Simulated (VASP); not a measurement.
These are PBEsol GGA, VASP's PBE PAW potentials (set 64) (plane waves; VASP) values and carry that method's errors.

VASP input:

### KPOINTS
```
K-points
0
Gamma
12 12 7
```

**INCAR**
```
SYSTEM = Hf
PREC = Accurate; ENCUT = 520; LREAL = .False.
LASPH = .True.
EDIFF = 1E-6; NELM = 100; ALGO = Normal
LMAXMIX = 6
ISMEAR = 1; SIGMA = 0.1
GGA = PS
IBRION = 2; NSW = 60; ISIF = 3
EDIFFG = -0.01
LWAVE = .False.; LCHARG = .False.
```

### POSCAR
```
Hf
1.0
  1.5784666092  -2.7339843282   0.0000000000
  1.5784666092   2.7339843282   0.0000000000
  0.0000000000   0.0000000000   4.9923985368
Hf
2
direct
  0.3333330000   0.6666670000   0.2500000000
  0.6666670000   0.3333330000   0.7500000000
```

POTCAR, in this order: Hf_pv (PBE.64 set). Program: vasp_std.

What VASP printed:

File OSZICAR:
```
       N       E                     dE             d eps       ncg     rms          rms(c)
DAV:   1     0.470044718256E+02    0.47004E+02   -0.11717E+04  2128   0.136E+03
DAV:   2    -0.196360137647E+02   -0.66640E+02   -0.65494E+02  2650   0.273E+02
DAV:   3    -0.217385479154E+02   -0.21025E+01   -0.20532E+01  2860   0.311E+01
DAV:   4    -0.217584400236E+02   -0.19892E-01   -0.19875E-01  2476   0.370E+00
DAV:   5    -0.217587100374E+02   -0.27001E-03   -0.26997E-03  2936   0.355E-01    0.675E+01
DAV:   6    -0.212096881238E+02    0.54902E+00   -0.50152E-01  2266   0.536E+00    0.399E+01
DAV:   7    -0.210143827561E+02    0.19531E+00   -0.82497E-01  2290   0.660E+00    0.201E+00
DAV:   8    -0.210048059694E+02    0.95768E-02   -0.53719E-02  2362   0.179E+00    0.308E-01
DAV:   9    -0.210049109707E+02   -0.10500E-03   -0.11835E-03  2992   0.270E-01    0.216E-01
DAV:  10    -0.210049023333E+02    0.86374E-05   -0.41794E-05  2450   0.536E-02    0.247E-01
DAV:  11    -0.210049029576E+02   -0.62431E-06   -0.46754E-06  2644   0.172E-02
   1 F= -.21004903E+02 E0= -.21004691E+02  d E =-.210049E+02
       N       E                     dE             d eps       ncg     rms          rms(c)
DAV:   1    -0.210050881170E+02   -0.18578E-03   -0.57831E-03  2236   0.662E-01    0.186E-01
DAV:   2    -0.210049480394E+02    0.14008E-03   -0.28367E-04  2440   0.140E-01    0.464E-02
DAV:   3    -0.210049033385E+02    0.44701E-04   -0.70413E-05  2524   0.645E-02    0.195E-02
DAV:   4    -0.210048954840E+02    0.78545E-05   -0.16805E-05  2614   0.322E-02    0.162E-02
DAV:   5    -0.210048943290E+02    0.11550E-05   -0.11278E-06  1880   0.741E-03    0.246E-03
DAV:   6    -0.210048943131E+02    0.15927E-07   -0.10990E-07  1340   0.251E-03
   2 F= -.21004894E+02 E0= -.21004689E+02  d E =0.864453E-05
       N       E                     dE             d eps       ncg     rms          rms(c)
DAV:   1    -0.210049854693E+02   -0.91140E-04   -0.23735E-03  2188   0.424E-01    0.115E-01
DAV:   2    -0.210049285295E+02    0.56940E-04   -0.11652E-04  2374   0.900E-02    0.302E-02
DAV:   3    -0.210049107703E+02    0.17759E-04   -0.27715E-05  2428   0.406E-02    0.119E-02
DAV:   4    -0.210049077741E+02    0.29962E-05   -0.71804E-06  2572   0.211E-02    0.984E-03
DAV:   5    -0.210049080620E+02   -0.28787E-06   -0.44266E-07  1304   0.494E-03
   3 F= -.21004908E+02 E0= -.21004699E+02  d E =-.510438E-05
```

**OUTCAR**
```
------------------------ aborting loop because EDIFF is reached ----------------------------------------
  FORCE on cell =-STRESS in cart. coord.  units (eV):
  Direction    XX          YY          ZZ          XY          YZ          ZX
  --------------------------------------------------------------------------------------
  Total        0.0004165      0.0004165     -0.0170443      0.0000000      0.0000000      0.0000000
  in kB        0.0154797      0.0154797     -0.6334238      0.0000000      0.0000000      0.0000000
  external PRESSURE =      -0.2008215 kB  Pullay stress =       0.0000000 kB
  volume of cell :       43.11
      direct lattice vectors                 reciprocal lattice vectors
     1.578860588 -2.734666720  0.000000000     0.316684072 -0.182837637  0.000000000
     1.578860588  2.734666720  0.000000000     0.316684072  0.182837637  0.000000000
     0.000000000  0.000000000  4.992500454     0.000000000  0.000000000  0.200300432
 POSITION                                       TOTAL-FORCE (eV/Angst)
 -----------------------------------------------------------------------------------
      1.57886      0.91156      1.24813        -0.000000      0.000000      0.000000
      1.57886     -0.91156      3.74438         0.000000      0.000000      0.000000
 -----------------------------------------------------------------------------------
    total drift:                               -0.000004      0.000177     -0.000016
  FREE ENERGIE OF THE ION-ELECTRON SYSTEM (eV)
  ---------------------------------------------------
  free  energy   TOTEN  =       -21.0049080620 eV

  energy  without entropy=      -21.0042807945  energy(sigma->0) =      -21.00469897

 reached required accuracy - stopping structural energy minimisation
```
(Selected blocks of OUTCAR.)

**CONTCAR**
```
Hf
   1.00000000000000
     1.5788605882429141   -2.7346667198917505    0.0000000000000000
     1.5788605882429141    2.7346667198917505    0.0000000000000000
     0.0000000000000000    0.0000000000000000    4.9925004537005258
  Hf
     2
Direct
     0.3333330000000032    0.6666669999999968    0.2500000000000000
     0.6666669999999968    0.3333330000000032    0.7500000000000000
```

The compound is Hf in the hcp structure. This run relaxes it. Symmetry was kept, so distortions that lower it aren't found. The start is the result of an earlier pass.
